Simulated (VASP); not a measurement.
**CuSbTeSe: structure and properties in VASP**

Wanted: the relaxed cell of CuSbTeSe and its properties. The steps: rough relaxation of the start cell, relaxing cell and atoms (PW91), second relaxation, single point with fields (PW91), bands along the symmetry lines (PW91), total and projected DOS (PW91), volume scan with PW91, fit for PW91, optical spectrum (PW91), band structure (TB-mBJ) and a single point (PW91), changed input. The cell is invented: it takes the structure of a Materials Project entry for AgSbTeSe (space group 123 there), with some of its atoms replaced by other elements, volume scaled by an estimate. It may not be a known or stable phase.

Main program and level: VASP 6.6.1; PW91, no spin polarisation; plane waves and PAW (Te, Sb, Se, Cu), in the first sound run; inputs show where later runs differ.

## Step 1: Starting point

Before any relaxation, the start is as follows. It takes space group P4/mmm (No. 123, tetragonal). Conventional cell: a = 4.026 Å, b = 4.026 Å, c = 6.073 Å, α = 90.00°, β = 90.00°, γ = 90.00°. Nearest to Te lie 4 Cu at 2.85 Å and 2 Sb at 3.04 Å. Nearest to Sb lie 4 Se at 2.85 Å and 2 Te at 3.04 Å. Nearest to Se lie 4 Sb at 2.85 Å and 2 Cu at 3.04 Å. Nearest to Cu lie 4 Te at 2.85 Å and 2 Se at 3.04 Å. It derives from AgSbTeSe. it takes the structure of a Materials Project entry for AgSbTeSe (space group 123 there), with some of its atoms replaced by other elements, volume scaled by an estimate. Farther neighbours and most contacts between anions are not listed.

Coordinates:

```cif
data_structure
_symmetry_space_group_name_H-M 'P 1'
_symmetry_Int_Tables_number 1
_cell_length_a 4.0256
_cell_length_b 4.0256
_cell_length_c 6.0735
_cell_angle_alpha 90.000
_cell_angle_beta 90.000
_cell_angle_gamma 90.000
_cell_volume 98.42
loop_
_atom_site_label
_atom_site_type_symbol
_atom_site_fract_x
_atom_site_fract_y
_atom_site_fract_z
_atom_site_occupancy
Te1 Te 0.50000 0.50000 0.00000 1
Sb2 Sb 0.50000 0.50000 0.50000 1
Se3 Se 0.00000 0.00000 0.50000 1
Cu4 Cu 0.00000 0.00000 0.00000 1
```

## Step 2: Rough relaxation of the start cell

The start is only an estimate, so a cheap relaxation brings it near a minimum before any careful run. PW91 is the forerunner of PBE and gives much the same.

The input, INCAR:

```
SYSTEM = CuSbTeSe
PREC = Normal
ENCUT = 400
EDIFF = 1E-05
NELM = 60
ISMEAR = 0
SIGMA = 0.05
LREAL = .FALSE.
ALGO = Fast
GGA = 91
NBANDS = 20
LASPH = .TRUE.
LORBIT = 11
LWAVE = .FALSE.
LCHARG = .FALSE.
KPAR = 2
IBRION = 2
NSW = 40
ISIF = 3
EDIFFG = -0.04
```

The input, POSCAR:

```
CuSbTeSe
1.0
    4.0255720000      0.0000000000      0.0000000000
    0.0000000000      4.0255720000      0.0000000000
    0.0000000000      0.0000000000      6.0734710000
Te Sb Se Cu
1 1 1 1
Direct
    0.5000000000      0.5000000000      0.0000000000
    0.5000000000      0.5000000000      0.5000000000
    0.0000000000      0.0000000000      0.5000000000
    0.0000000000      0.0000000000      0.0000000000
```

The input, KPOINTS:

```
Automatic mesh
0
Gamma
4 4 3
0 0 0
```

The projector-augmented-wave data sets are Te, Sb, Se and Cu (PBE family, release 64).

On the command line:

```
$ mpirun -np 2 vasp_std
```

The log of the run:

```text
[banner, memory and clock lines left out]
running    2 mpi-ranks, on    1 nodes
 distrk:  each k-point on    1 cores,    2 groups
 distr:  one band on    1 cores,    1 groups

 POSCAR found type information on POSCAR TeSbSeCu
 POSCAR found :  4 types and       4 ions
|                                                                             |
|               ----> ADVICE to this user running VASP <----                  |
|                                                                             |
|     You enforced a specific xc type in the INCAR file but a different       |
|     [... a line on the potential file left out ...]
|     I HOPE YOU KNOW WHAT YOU ARE DOING!                                     |
|                                                                             |

 LDA part: xc-table for (Slater(with rela. corr.)+CA(PZ))
 , standard interpolation
 POSCAR, INCAR and KPOINTS ok, starting setup
 FFT: planning ... GRIDC
 FFT: planning ... GRID_SOFT
 FFT: planning ... GRID
 WAVECAR not read
 entering main loop
       N       E                     dE             d eps       ncg     rms          rms(c)
DAV:   1     0.160828084456E+03    0.16083E+03   -0.95176E+03   480   0.108E+03
DAV:   2    -0.104616620447E+01   -0.16187E+03   -0.15577E+03   508   0.252E+02
DAV:   3    -0.147564780721E+02   -0.13710E+02   -0.13219E+02   648   0.791E+01
DAV:   4    -0.152334632385E+02   -0.47699E+00   -0.47455E+00   584   0.136E+01
DAV:   5    -0.152520583455E+02   -0.18595E-01   -0.18590E-01   676   0.323E+00    0.867E+00
RMM:   6    -0.153129608852E+02   -0.60903E-01   -0.94911E+00   481   0.391E+01    0.640E+00
RMM:   7    -0.146268056480E+02    0.68616E+00   -0.29250E+00   495   0.249E+01    0.316E+00
RMM:   8    -0.146360286886E+02   -0.92230E-02   -0.16925E-01   517   0.440E+00    0.146E+00
RMM:   9    -0.146321863199E+02    0.38424E-02   -0.45895E-02   527   0.187E+00    0.388E-01
RMM:  10    -0.146333333463E+02   -0.11470E-02   -0.14352E-02   532   0.650E-01    0.975E-02
RMM:  11    -0.146334918884E+02   -0.15854E-03   -0.19662E-03   571   0.327E-01    0.518E-02
RMM:  12    -0.146334995377E+02   -0.76494E-05   -0.27635E-04   505   0.131E-01    0.183E-02
RMM:  13    -0.146334993355E+02    0.20222E-06   -0.55649E-05   402   0.676E-02
   1 F= -.14633499E+02 E0= -.14629854E+02  d E =-.146335E+02
 curvature:   0.00 expect dE= 0.000E+00 dE for cont linesearch  0.000E+00
 trial: gam= 0.00000 g(F)=  0.000E+00 g(S)=  0.328E-01 ort = 0.000E+00 (trialstep = 0.100E+01)
 search vector abs. value=  0.328E-01
 bond charge predicted
       N       E                     dE             d eps       ncg     rms          rms(c)
DAV:   1    -0.147276877461E+02   -0.94188E-01   -0.26440E+00   640   0.127E+01    0.159E+00
RMM:   2    -0.146826719082E+02    0.45016E-01   -0.13475E-01   484   0.454E+00    0.907E-01
RMM:   3    -0.146683017485E+02    0.14370E-01   -0.80789E-02   501   0.385E+00    0.652E-01
RMM:   4    -0.146593336545E+02    0.89681E-02   -0.40701E-02   498   0.208E+00    0.105E-01
RMM:   5    -0.146604912156E+02   -0.11576E-02   -0.12052E-02   579   0.769E-01    0.120E-01
RMM:   6    -0.146605746544E+02   -0.83439E-04   -0.13590E-03   536   0.246E-01    0.802E-02
RMM:   7    -0.146606000198E+02   -0.25365E-04   -0.21162E-04   472   0.164E-01    0.500E-02
RMM:   8    -0.146605960903E+02    0.39295E-05   -0.10339E-04   405   0.105E-01    0.153E-02
RMM:   9    -0.146605987907E+02   -0.27003E-05   -0.34882E-05   353   0.418E-02
   2 F= -.14660599E+02 E0= -.14657452E+02  d E =-.270995E-01
[...]
3 F= -.14669100E+02 E0= -.14667535E+02  d E =-.356008E-01
[...]
4 F= -.14669075E+02 E0= -.14667632E+02  d E =0.256543E-04
[...]
5 F= -.14653635E+02 E0= -.14652379E+02  d E =0.154647E-01
[...]
6 F= -.14668533E+02 E0= -.14667117E+02  d E =0.567371E-03
[...]
7 F= -.14668911E+02 E0= -.14667473E+02  d E =0.188704E-03
[...]
8 F= -.14669019E+02 E0= -.14667576E+02  d E =0.812960E-04
 curvature:  -0.01 expect dE=-0.455E-05 dE for cont linesearch -0.449E-05
 ZBRENT: accuracy reached
 trial: gam= 0.00000 g(F)=  0.252E-65 g(S)=  0.653E-03 ort =-0.951E-03 (trialstep = 0.117E+01)
 search vector abs. value=  0.653E-03
 bond charge predicted
       N       E                     dE             d eps       ncg     rms          rms(c)
DAV:   1    -0.146787945975E+02   -0.97714E-02   -0.16716E-01   544   0.776E+00    0.784E-01
RMM:   2    -0.146752450534E+02    0.35495E-02   -0.93709E-02   486   0.396E+00    0.476E-01
RMM:   3    -0.146697519005E+02    0.54932E-02   -0.23507E-02   498   0.224E+00    0.176E-01
RMM:   4    -0.146693504134E+02    0.40149E-03   -0.24511E-03   516   0.422E-01    0.271E-02
RMM:   5    -0.146693870161E+02   -0.36603E-04   -0.60059E-04   525   0.229E-01    0.350E-02
RMM:   6    -0.146693977736E+02   -0.10758E-04   -0.22653E-04   443   0.886E-02    0.222E-02
RMM:   7    -0.146694110905E+02   -0.13317E-04   -0.86909E-05   396   0.122E-01    0.292E-02
RMM:   8    -0.146693978724E+02    0.13218E-04   -0.33743E-05   363   0.816E-02    0.575E-03
RMM:   9    -0.146693981028E+02   -0.23042E-06   -0.57382E-06   276   0.151E-02
   9 F= -.14669398E+02 E0= -.14667850E+02  d E =-.379226E-03
 trial-energy change:   -0.000379  1 .order   -0.000330   -0.000763    0.000104
 step:   1.0619(harm=  1.0287)  dis= 0.00000  next Energy=   -14.669403 (dE=-0.384E-03)
 reached required accuracy - stopping structural energy minimisation
```

Run time: 48 s. Hardware: 2 MPI ranks of Intel Xeon Platinum 8259CL at 2.50GHz (Skylake/Cascade Lake), shared host; peak memory 0.28 GiB.

The logs omit lines about the potential files and the build; timing stands in the text.

Parts of OUTCAR (step 2):

```text
ion  position               nearest neighbor table
   1  0.500  0.500  0.000-   4 2.85   4 2.85   4 2.85   4 2.85   2 3.04   2 3.04
   2  0.500  0.500  0.500-   3 2.85   3 2.85   3 2.85   3 2.85   1 3.04   1 3.04
   3  0.000  0.000  0.500-   2 2.85   2 2.85   2 2.85   2 2.85
   4  0.000  0.000  0.000-   1 2.85   1 2.85   1 2.85   1 2.85

  LATTYP: Found a simple tetragonal cell.
 ALAT       =     4.0255720000
 C/A-ratio  =     1.5087224871

 Subroutine GETGRP returns: Found 16 space group operations
 (whereof 16 operations were pure point group operations)

The static configuration has the point symmetry D_4h.

 Found     12 irreducible k-points:

   k-points           NKPTS =     12   k-points in BZ     NKDIM =     12   number of bands    NBANDS=     20

   dimension x,y,z NGX =    20 NGY =   20 NGZ =   30
   dimension x,y,z NGXF=    40 NGYF=   40 NGZF=   60

   ENCUT  =  400.0 eV  29.40 Ry    5.42 a.u.   6.56  6.56  9.90*2*pi/ulx,y,z

   NELECT =      28.0000    total number of electrons

 k-points in reciprocal lattice and weights: Automatic mesh
   0.00000000  0.00000000  0.00000000       0.021
   0.25000000  0.00000000  0.00000000       0.083
   0.50000000  0.00000000  0.00000000       0.042
   0.25000000  0.25000000  0.00000000       0.083
   0.50000000  0.25000000  0.00000000       0.083
   0.50000000  0.50000000  0.00000000       0.021
   0.00000000  0.00000000  0.33333333       0.042
   0.25000000  0.00000000  0.33333333       0.167
   0.50000000  0.00000000  0.33333333       0.083
   0.25000000  0.25000000  0.33333333       0.167
   0.50000000  0.25000000  0.33333333       0.167
   0.50000000  0.50000000  0.33333333       0.042

 average (electrostatic) potential at core
       1 -88.3935       2 -87.2411       3 -52.6048       4 -64.2988

 E-fermi :   6.1247

 k-point     1 :       0.0000    0.0000    0.0000
  band No.  band energies     occupation
    ...
     10       4.2710      2.00000
     11       4.3365      2.00000
     12       4.7131      2.00000
     13       5.2726      2.00000
     14       5.2726      2.00000
     15       7.0712      0.00000
     16       9.3631      0.00000
     17      10.1942      0.00000
     18      10.1942      0.00000
     19      11.1398      0.00000
    ...

 k-point     2 :       0.2500    0.0000    0.0000
  band No.  band energies     occupation
    ...
     10       4.2314      2.00000
     11       4.2798      2.00000
     12       4.4607      2.00000
     13       4.5095      2.00000
     14       6.0602      1.93170
     15       8.1627      0.00000
     16       8.1998      0.00000
     17       9.1311      0.00000
     18      10.8800      0.00000
     19      11.2358      0.00000
    ...

 k-point     3 :       0.5000    0.0000    0.0000
  band No.  band energies     occupation
    ...
     11       4.4285      2.00000
     12       4.4654      2.00000
     13       5.3344      2.00000
     14       5.6514      2.00000
     15       5.8225      2.00000
     16       7.6858      0.00000
     17      10.8214      0.00000
     18      11.3794      0.00000
     19      11.4059      0.00000
     20      11.6161      0.00000

  Total       -0.0209992     -0.0209992     -0.0153834      0.0000000      0.0000000      0.0000000
  in kB       -0.3457946     -0.3457946     -0.2533188      0.0000000      0.0000000      0.0000000
  external PRESSURE =      -0.3149693 kB  Pullay stress =       0.0000000 kB

  energy-cutoff  :      400.00
  volume of cell :       97.30
      direct lattice vectors                 reciprocal lattice vectors
     4.069003436 -0.000000000  0.000000000     0.245760422  0.000000000  0.000000000
     0.000000000  4.069003436  0.000000000     0.000000000  0.245760422  0.000000000
    -0.000000000 -0.000000000  5.876511891    -0.000000000  0.000000000  0.170168974

 POSITION                                       TOTAL-FORCE (eV/Angst)
 -----------------------------------------------------------------------------------
      2.03450      2.03450      0.00000         0.000000      0.000000      0.000000
      2.03450      2.03450      2.93826        -0.000000     -0.000000      0.000000
     -0.00000     -0.00000      2.93826        -0.000000     -0.000000      0.000000
      0.00000      0.00000      0.00000         0.000000      0.000000      0.000000
 -----------------------------------------------------------------------------------
    total drift:                                0.000000      0.000000     -0.000000

  FREE ENERGIE OF THE ION-ELECTRON SYSTEM (eV)
  ---------------------------------------------------
  free  energy   TOTEN  =       -14.6693981028 eV

  energy  without entropy=      -14.6663024992  energy(sigma->0) =      -14.66785030

 reached required accuracy - stopping structural energy minimisation

 total charge
# of ion       s       p       d       tot
------------------------------------------
    1        1.388   1.929   0.045   3.362
    2        1.268   1.019   0.052   2.339
    3        1.498   2.231   0.041   3.771
    4        0.317   0.188   9.268   9.774
--------------------------------------------------
tot          4.472   5.367   9.406  19.246

[... 3 further parts left out ...]
```

CONTCAR:

```
CuSbTeSe
   1.00000000000000
     4.0690034360040421   -0.0000000000000000    0.0000000000000000
     0.0000000000000000    4.0690034360040421    0.0000000000000000
    -0.0000000000000000   -0.0000000000000000    5.8765118910094225
  Te              Sb              Se              Cu
     1     1     1     1
Direct
     0.5000000000000000    0.5000000000000000    0.0000000000000000
     0.5000000000000000    0.5000000000000000    0.5000000000000000
     0.0000000000000000    0.0000000000000000    0.5000000000000000
     0.0000000000000000    0.0000000000000000    0.0000000000000000
```

This run has no spin polarisation, although Cu can carry a moment. The k-mesh is coarse for a metal. This relaxation is a rough one on cheap settings, only to bring the start near its minimum. The PAW data sets were made with PBE, which is usual practice but a small mismatch for other functionals. The run keeps the 16 symmetry operations of its start, so it cannot find a distortion of lower symmetry.

The steps of the relaxation:

| step | energy less that of the first step (eV) | largest force (eV/Å) | pressure (GPa) | volume (Å³) |
| --- | --- | --- | --- | --- |
| 1 | 0.0000 | 0.0000 | -0.20 | 98.42 |
| 2 | -0.0271 | 0.0000 | -0.54 | 97.97 |
| 3 | -0.0356 | 0.0000 | -0.32 | 97.59 |
| 4 | -0.0356 | 0.0000 | -0.24 | 96.78 |
| 5 | -0.0201 | 0.0000 | 2.05 | 94.48 |
| 6 | -0.0350 | 0.0000 | 0.45 | 96.54 |
| 7 | -0.0354 | 0.0000 | 0.47 | 96.70 |
| 8 | -0.0355 | 0.0000 | 0.22 | 96.76 |
| 9 | -0.0359 | 0.0000 | -0.03 | 97.30 |

| conventional cell, symmetrised | before | after | change |
| --- | --- | --- | --- |
| a (Å) | 4.026 | 4.069 | +1.1 % |
| b (Å) | 4.026 | 4.069 | +1.1 % |
| c (Å) | 6.073 | 5.877 | -3.2 % |
| volume (Å³/atom) | 24.61 | 24.32 | -1.1 % |

The relaxed structure:

```cif
data_structure
_symmetry_space_group_name_H-M 'P 1'
_symmetry_Int_Tables_number 1
_cell_length_a 4.0690
_cell_length_b 4.0690
_cell_length_c 5.8765
_cell_angle_alpha 90.000
_cell_angle_beta 90.000
_cell_angle_gamma 90.000
_cell_volume 97.30
loop_
_atom_site_label
_atom_site_type_symbol
_atom_site_fract_x
_atom_site_fract_y
_atom_site_fract_z
_atom_site_occupancy
Te1 Te 0.50000 0.50000 0.00000 1
Sb2 Sb 0.50000 0.50000 0.50000 1
Se3 Se 0.00000 0.00000 0.50000 1
Cu4 Cu 0.00000 0.00000 0.00000 1
```

Numbers from this step:

```
electrons                       : 28
bands                           : 20
irreducible k-points            : 12
symmetry operations             : 16
free energy (TOTEN)             : -14.67 eV
energy at zero smearing         : -14.67 eV
Fermi energy                    : 6.125 eV
pressure                        : -0.03150 GPa
metallic                        : yes
SCF cycles over all ionic steps : 75
```

It ends with forces that vanish by symmetry and a pressure of -0.03 GPa.

[end of part 1 of 6]

[Lines on the potential files, build, host, timing and source positions are cut from VASP's logs without a mark.]

[Logs are printed without paths, hosts, clocks, repeated set-up lines and the standing remarks that a program may print on its own settings, such as how far it seeks lower states.]

[Hosts, paths, dates, database ids (printed as entryN), source tags and the programs' standing remarks are cut or masked in the printed files.]

[A measured line is paired with the nearest computed mode of its activity, which favours agreement.]
